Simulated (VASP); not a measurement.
Data:

```
CELL_PARAMETERS angstrom
      3.22337     0.00000     0.00000
     -1.61168     2.79152     0.00000
      0.00000     0.00000     6.36033
ATOMIC_POSITIONS crystal
  W  0.00000 0.00000 0.00000
  S  0.33333 0.66667 0.24346
  S  0.66667 0.33333 0.75654
```

The numbers are results of r2SCAN meta-GGA, VASP's PBE PAW potentials (set 64) (plane waves; VASP), not measurements. Settings: 400 eV cut-off, 12×12×6 Γ-centred mesh, tetrahedra with Blöchl corrections, potentials W_sv S.

Problem. Give the energies of bands 7 to 16 at the high-symmetry points, in eV from the Fermi level.

Solution. 
```
band      Γ      M      K      A      L      H
----  -----  -----  -----  -----  -----  -----
7     -7.78  -7.92  -6.51  -7.00  -7.94  -6.36
8     -4.60  -5.64  -6.28  -4.59  -5.96  -6.28
9     -4.60  -5.40  -6.28  -4.59  -5.40  -6.28
10    -2.46  -4.68  -4.51  -4.17  -4.73  -4.42
11    -1.16  -3.86  -4.51  -0.91  -3.09  -4.42
12    -0.90  -2.32  -4.11  -0.91  -2.36  -4.42
13    -0.90  -1.99   0.80  -0.81  -2.19   0.55
14    -0.75   1.58   1.03  -0.81   1.58   0.55
15    -0.75   2.35   1.03  -0.16   2.38   0.81
16     3.52   3.85   3.46   3.69   3.82   4.26
```

It has no gap at this level: it comes out as a metal or semimetal.

The structure was generated: WS2 was put into the CdI2 type (P-3m1), which need not be its known phase. It was relaxed first, which changed the volume by -11 %.
